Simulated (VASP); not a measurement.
Output of a VASP run:

### OSZICAR
```
       N       E                     dE             d eps       ncg     rms          rms(c)
DAV:   1     0.673734242045E+03    0.67373E+03   -0.20986E+04 64961   0.792E+02
DAV:   2     0.782129560150E+02   -0.59552E+03   -0.51101E+03 44198   0.365E+02
DAV:   3    -0.294088546435E+02   -0.10762E+03   -0.10480E+03 47582   0.751E+01
DAV:   4    -0.340734678756E+02   -0.46646E+01   -0.46497E+01 48627   0.167E+01
DAV:   5    -0.341348529911E+02   -0.61385E-01   -0.61377E-01 49132   0.196E+00    0.913E+00
DAV:   6    -0.332586259788E+02    0.87623E+00   -0.29424E-01 53308   0.403E+00    0.684E+00
DAV:   7    -0.331366064418E+02    0.12202E+00   -0.17039E-01 49484   0.104E+00    0.289E+00
DAV:   8    -0.331282860950E+02    0.83203E-02   -0.48624E-02 49036   0.637E-01    0.444E-01
DAV:   9    -0.331278428280E+02    0.44327E-03   -0.19735E-03 50868   0.166E-01    0.148E-01
DAV:  10    -0.331279828734E+02   -0.14005E-03   -0.28060E-04 47700   0.428E-02    0.504E-02
DAV:  11    -0.331280265915E+02   -0.43718E-04   -0.55529E-05 49292   0.173E-02    0.133E-02
DAV:  12    -0.331280374450E+02   -0.10854E-04   -0.63129E-06 46460   0.523E-03    0.693E-03
DAV:  13    -0.331280375703E+02   -0.12533E-06   -0.55012E-07 48852   0.198E-03    0.896E-04
DAV:  14    -0.331280374583E+02    0.11204E-06   -0.67564E-08 43396   0.749E-04    0.620E-04
DAV:  15    -0.331280374820E+02   -0.23700E-07   -0.78312E-09 25996   0.232E-04
   1 F= -.33128037E+02 E0= -.33128037E+02  d E =-.244317E-12
 imaginary and real dielectric function
```

### OUTCAR
```
------------------------ aborting loop because EDIFF is reached ----------------------------------------
  FORCE on cell =-STRESS in cart. coord.  units (eV):
  Direction    XX          YY          ZZ          XY          YZ          ZX
  --------------------------------------------------------------------------------------
  Total       -0.0697061     -0.0697061      0.0557490      0.0000000     -0.0000000      0.0000000
  in kB       -0.5594123     -0.5594123      0.4474025      0.0000000     -0.0000000      0.0000000
  external PRESSURE =      -0.2238074 kB  Pullay stress =       0.0000000 kB
  volume of cell :      199.64
      direct lattice vectors                 reciprocal lattice vectors
    -2.973939831  2.973939831  5.643195669     0.000000000  0.168127141  0.088602280
     2.973939831 -2.973939831  5.643195669     0.168127141  0.000000000  0.088602280
     2.973939831  2.973939831 -5.643195669     0.168127141  0.168127141  0.000000000
 POSITION                                       TOTAL-FORCE (eV/Angst)
 -----------------------------------------------------------------------------------
      0.00000      0.00000      0.00000         0.000000     -0.000000     -0.000000
     -0.00000      2.97394      2.82160        -0.000000      0.000000      0.000000
      0.00000      0.00000      5.64320        -0.000000      0.000000      0.000000
      2.97394     -0.00000      2.82160        -0.000000      0.000000     -0.000000
      1.33561      1.48697      7.05399        -0.005153      0.000000      0.000000
      1.48697     -1.33561      4.23240        -0.000000      0.005153     -0.000000
      1.63833      1.48697      1.41080         0.005153     -0.000000     -0.000000
      1.48697      4.30955     -1.41080         0.000000     -0.005153      0.000000
 -----------------------------------------------------------------------------------
    total drift:                                0.000006      0.000006      0.000000
  FREE ENERGIE OF THE ION-ELECTRON SYSTEM (eV)
  ---------------------------------------------------
  free  energy   TOTEN  =       -33.1280374820 eV

  energy  without entropy=      -33.1280374820  energy(sigma->0) =      -33.12803748

 plasma frequency squared (from intraband transitions) (eV^2)
  --------------------------------------------------------------------------------------
       0.000       0.000       0.000
       0.000       0.000       0.000
       0.000       0.000       0.000

 plasma frequency squared (from interband transitions, int dw w eps(2)(w)) (eV^2)
  --------------------------------------------------------------------------------------
     288.915       0.000       0.000       0.000      -0.000      -0.000
       0.000      -0.000     288.915       0.000       0.000       0.000
      -0.000       0.000       0.000      -0.000     289.523       0.000
```
(Selected blocks of OUTCAR.)

### POSCAR
```
CdGeAs2
1
   -2.9739398314     2.9739398314     5.6431956693
    2.9739398314    -2.9739398314     5.6431956693
    2.9739398314     2.9739398314    -5.6431956693
Cd Ge As
2 2 4
Direct
  0.0000000000   0.0000000000   0.0000000000
  0.7500000000   0.2500000000   0.5000000000
  0.5000000000   0.5000000000   0.0000000000
  0.2500000000   0.7500000000   0.5000000000
  0.8750000000   0.8495517722   0.4745517722
  0.1504482278   0.6250000000   0.0254482278
  0.3750000000   0.4004482278   0.5254482278
  0.5995517722   0.1250000000   0.9745517722
```

Question: Reconstruct the remaining input files.

Answer: This is not unique; one that fits is the input of the run itself, PBEsol GGA, plane waves, VASP's PBE PAW potentials (set 64).

**KPOINTS**
```
Automatic mesh
0
Gamma
12 12 12
0 0 0
```

### INCAR
```
# general
SYSTEM   =  CdGeAs2
PREC     =  Accurate
ENCUT    =  400
LREAL    =  F   # projection in real space or not
LASPH    =  T
NBANDS   =  129

# electronic loop
EDIFF    =  1E-7   # SCF stop (eV)
NELM     =  100
ALGO     =  Normal   # blocked Davidson
LMAXMIX  =  4

# smearing
ISMEAR   =  0   # Gaussian
SIGMA    =  0.01   # width (eV)

# functional
GGA      =  PS   # PBEsol

# output
LWAVE    =  F
LCHARG   =  F
NEDOS    =  1001   # DOS grid

# other
LOPTICS  =  T
CSHIFT   =  0.1
```

POTCAR, in this order: Cd Ge_d As (PBE.64 set). Program: vasp_std.

The dielectric response may not be converged in the k-mesh; for small gaps it tends to come out too large.

The compound is CdGeAs2 in the chalcopyrite structure. It was relaxed first.
